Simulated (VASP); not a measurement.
All values below come from PBEsol GGA, VASP's PBE PAW potentials (set 64) (plane waves; VASP).

VASP input:

File KPOINTS:
```
K-points
0
G
  4 4 7
```

POSCAR:
```
AlGa3As4
1
    0.0000000000     5.6525000000     5.6525000000
    5.6525000000     0.0000000000     5.6525000000
    2.8262500000     2.8262500000     0.0000000000
Ga As Al
3 4 1
Direct
  0.0000000000   0.0000000000   0.0000000000
  0.0000000000   0.5000000000   0.0000000000
  0.5000000000   0.0000000000   0.0000000000
  0.1250000000   0.1250000000   0.2500000000
  0.1250000000   0.6250000000   0.2500000000
  0.6250000000   0.1250000000   0.2500000000
  0.6250000000   0.6250000000   0.2500000000
  0.5000000000   0.5000000000   0.0000000000
```

### INCAR
```
SYSTEM  =  AlGa3As4
PREC  =  Accurate; ENCUT  =  400; LREAL  =  F
LASPH  =  T
EDIFF  =  1E-6; NELM  =  100; ALGO  =  Normal
LMAXMIX  =  4
ISMEAR  =  0; SIGMA  =  0.05
GGA  =  PS
IBRION  =  2; NSW  =  60; ISIF  =  3
EDIFFG  =  -0.01
LWAVE  =  F; LCHARG  =  F
```

POTCAR, in this order: Ga_d As Al (PBE.64 set). Program: vasp_std.

What VASP printed:

File OSZICAR:
```
       N       E                     dE             d eps       ncg     rms          rms(c)
DAV:   1     0.441169912393E+03    0.44117E+03   -0.24433E+04  2843   0.183E+03
DAV:   2     0.269960195664E+02   -0.41417E+03   -0.40190E+03  3069   0.457E+02
DAV:   3    -0.349390019576E+02   -0.61935E+02   -0.59532E+02  3183   0.142E+02
DAV:   4    -0.380897024259E+02   -0.31507E+01   -0.31195E+01  3386   0.332E+01
DAV:   5    -0.381694259974E+02   -0.79724E-01   -0.79469E-01  3410   0.516E+00    0.612E+00
DAV:   6    -0.374390947871E+02    0.73033E+00   -0.12802E+00  3959   0.140E+01    0.345E+00
DAV:   7    -0.373012141049E+02    0.13788E+00   -0.69879E-01  3331   0.408E+00    0.109E+00
DAV:   8    -0.372962873061E+02    0.49268E-02   -0.10693E-01  3393   0.366E+00    0.284E-01
DAV:   9    -0.372963343724E+02   -0.47066E-04   -0.99875E-03  3849   0.143E+00    0.887E-02
DAV:  10    -0.372965084060E+02   -0.17403E-03   -0.13359E-03  3466   0.449E-01    0.450E-02
DAV:  11    -0.372966279381E+02   -0.11953E-03   -0.23731E-04  3563   0.236E-01    0.146E-02
DAV:  12    -0.372966320495E+02   -0.41114E-05   -0.40152E-05  3590   0.107E-01    0.886E-03
DAV:  13    -0.372966332083E+02   -0.11588E-05   -0.89069E-06  3241   0.246E-02    0.212E-03
DAV:  14    -0.372966332708E+02   -0.62462E-07   -0.11237E-06  1781   0.335E-02
   1 F= -.37296633E+02 E0= -.37296633E+02  d E =-.372966E+02
       N       E                     dE             d eps       ncg     rms          rms(c)
DAV:   1    -0.373316790488E+02   -0.35046E-01   -0.53711E-01  3674   0.922E+00    0.107E+00
DAV:   2    -0.373058009858E+02    0.25878E-01   -0.74723E-02  3906   0.372E+00    0.501E-01
DAV:   3    -0.372985918088E+02    0.72092E-02   -0.12833E-02  3812   0.135E+00    0.957E-02
DAV:   4    -0.372980323728E+02    0.55944E-03   -0.24675E-03  3587   0.482E-01    0.371E-02
DAV:   5    -0.372979890480E+02    0.43325E-04   -0.17306E-04  4135   0.127E-01    0.128E-02
DAV:   6    -0.372979755469E+02    0.13501E-04   -0.46702E-05  3856   0.648E-02    0.583E-03
DAV:   7    -0.372979754373E+02    0.10959E-06   -0.30609E-06  2309   0.200E-02
   2 F= -.37297975E+02 E0= -.37297975E+02  d E =-.134217E-02
       N       E                     dE             d eps       ncg     rms          rms(c)
DAV:   1    -0.373008587506E+02   -0.28832E-02   -0.41624E-02  3690   0.253E+00    0.300E-01
DAV:   2    -0.372988283845E+02    0.20304E-02   -0.59131E-03  3917   0.108E+00    0.139E-01
DAV:   3    -0.372982761334E+02    0.55225E-03   -0.96735E-04  3812   0.367E-01    0.277E-02
DAV:   4    -0.372982337482E+02    0.42385E-04   -0.19057E-04  3542   0.133E-01    0.101E-02
DAV:   5    -0.372982311081E+02    0.26401E-05   -0.13442E-05  3667   0.384E-02    0.324E-03
DAV:   6    -0.372982304162E+02    0.69189E-06   -0.34159E-06  2265   0.213E-02
   3 F= -.37298230E+02 E0= -.37298230E+02  d E =-.159715E-02
       N       E                     dE             d eps       ncg     rms          rms(c)
DAV:   1    -0.372982490552E+02   -0.17947E-04   -0.32272E-04  3700   0.225E-01    0.267E-02
DAV:   2    -0.372982328041E+02    0.16251E-04   -0.45680E-05  3940   0.946E-02    0.125E-02
DAV:   3    -0.372982279648E+02    0.48393E-05   -0.71222E-06  2880   0.330E-02    0.251E-03
DAV:   4    -0.372982274441E+02    0.52070E-06   -0.18491E-06  1834   0.144E-02
   4 F= -.37298227E+02 E0= -.37298227E+02  d E =-.159417E-02
       N       E                     dE             d eps       ncg     rms          rms(c)
DAV:   1    -0.372982773221E+02   -0.49357E-04   -0.64950E-03  3495   0.426E-01    0.314E-02
DAV:   2    -0.372982810222E+02   -0.37001E-05   -0.20045E-04  4098   0.123E-01    0.172E-02
DAV:   3    -0.372982749691E+02    0.60531E-05   -0.15676E-05  3864   0.430E-02    0.476E-03
DAV:   4    -0.372982747487E+02    0.22043E-06   -0.28643E-06  2714   0.309E-02
   5 F= -.37298275E+02 E0= -.37298275E+02  d E =-.473046E-04
```

File OUTCAR:
```
------------------------ aborting loop because EDIFF is reached ----------------------------------------
  FORCE on cell =-STRESS in cart. coord.  units (eV):
  Direction    XX          YY          ZZ          XY          YZ          ZX
  --------------------------------------------------------------------------------------
  Total       -0.0021358     -0.0021358     -0.0326921      0.0052127      0.0000000      0.0000000
  in kB       -0.0188262     -0.0188262     -0.2881669      0.0459476      0.0000000      0.0000000
  external PRESSURE =      -0.1086064 kB  Pullay stress =       0.0000000 kB
  volume of cell :      181.76
      direct lattice vectors                 reciprocal lattice vectors
     0.000768058  5.665732805  5.662353293    -0.088261803  0.088261803  0.088302509
     5.665732805  0.000768058  5.662353293     0.088261803 -0.088261803  0.088302509
     2.833250432  2.833250432  0.000000000     0.176475752  0.176475752 -0.176605017
 POSITION                                       TOTAL-FORCE (eV/Angst)
 -----------------------------------------------------------------------------------
      5.66650      5.66650     11.32316        -0.000000     -0.000000     -0.004855
      2.83491      5.66485      8.49348         0.004313     -0.004313      0.000611
      5.66485      2.83491      8.49348        -0.004313      0.004313      0.000611
      1.41663      1.41663      1.41554         0.000000      0.000000     -0.000730
      4.24980      1.41670      4.24659        -0.001847      0.001847     -0.000451
      1.41670      4.24980      4.24659         0.001847     -0.001847     -0.000451
      4.24988      4.24988      7.07767         0.000000      0.000000     -0.001491
      5.66650      5.66650      5.66468         0.000000      0.000000      0.006755
 -----------------------------------------------------------------------------------
    total drift:                               -0.000022     -0.000022      0.000152
  FREE ENERGIE OF THE ION-ELECTRON SYSTEM (eV)
  ---------------------------------------------------
  free  energy   TOTEN  =       -37.2982747487 eV

  energy  without entropy=      -37.2982747487  energy(sigma->0) =      -37.29827475

 reached required accuracy - stopping structural energy minimisation
```
(Selected blocks of OUTCAR.)

### CONTCAR
```
AlGa3As4
   1.00000000000000
     0.0007680584899416    5.6657328047953825    5.6623532926582820
     5.6657328047953825    0.0007680584899416    5.6623532926582820
     2.8332504316426621    2.8332504316426621    0.0000000000000000
  Ga              As              Al
     3     4     1
Direct
     0.9998630933991529    0.9998630933991529    0.0002738132016940
     0.9997707453913550    0.5002195630210392    0.0000096915876058
     0.5002195630210392    0.9997707453913550    0.0000096915876058
     0.1249960416809671    0.1249960416809671    0.2500079166380659
     0.1249291958935133    0.6250394421093920    0.2500313619970948
     0.6250394421093920    0.1249291958935133    0.2500313619970948
     0.6249762592922523    0.6249762592922523    0.2500474814154954
     0.5002056592123281    0.5002056592123281    0.9995886815753435
```

### OUTCAR
```
 val. band max:        3.7610574755   @ k =   0.0000   0.0000   0.0000

 cond. band min:       4.4089479012   @ k =   0.0000   0.0000   0.0000


 Fermi energy:         4.0245860130

 k-point     1 :       0.0000    0.0000    0.0000
  band No.  band energies     occupation
      1     -11.0024      2.00000
      2     -10.9608      2.00000
      3     -10.9549      2.00000
      4     -10.9017      2.00000
      5     -10.8986      2.00000
      6     -10.8962      2.00000
      7     -10.8889      2.00000
      8     -10.8746      2.00000
      9     -10.8682      2.00000
     10     -10.8504      2.00000
     11     -10.8309      2.00000
     12     -10.8306      2.00000
     13     -10.8286      2.00000
     14     -10.8269      2.00000
     15     -10.8179      2.00000
     16      -8.7524      2.00000
     17      -7.1221      2.00000
     18      -7.0062      2.00000
     19      -6.3745      2.00000
     20      -2.8963      2.00000
     21      -2.7800      2.00000
     22      -2.2960      2.00000
     23       1.2011      2.00000
     24       1.2043      2.00000
     25       2.6728      2.00000
     26       2.6731      2.00000
     27       2.7138      2.00000
     28       2.7188      2.00000
     29       3.7487      2.00000
     30       3.7519      2.00000
     31       3.7611      2.00000
     32       4.4089      0.00000
     33       4.7318      0.00000
     34       5.0732      0.00000
     35       5.1433      0.00000
     36       5.7682      0.00000
     37       7.5869      0.00000

 k-point     2 :       0.2500    0.0000    0.0000
  band No.  band energies     occupation
      1     -10.9976      2.00000
      2     -10.9614      2.00000
      3     -10.9513      2.00000
      4     -10.9037      2.00000
      5     -10.8992      2.00000
      6     -10.8962      2.00000
      7     -10.8882      2.00000
      8     -10.8778      2.00000
      9     -10.8696      2.00000
     10     -10.8480      2.00000
     11     -10.8339      2.00000
...
```

The structure was generated: AlGa3As4 was put into an ordered model structure (Amm2), which need not be its known phase. This run relaxes it. Symmetry was kept, so distortions that lower it aren't found.
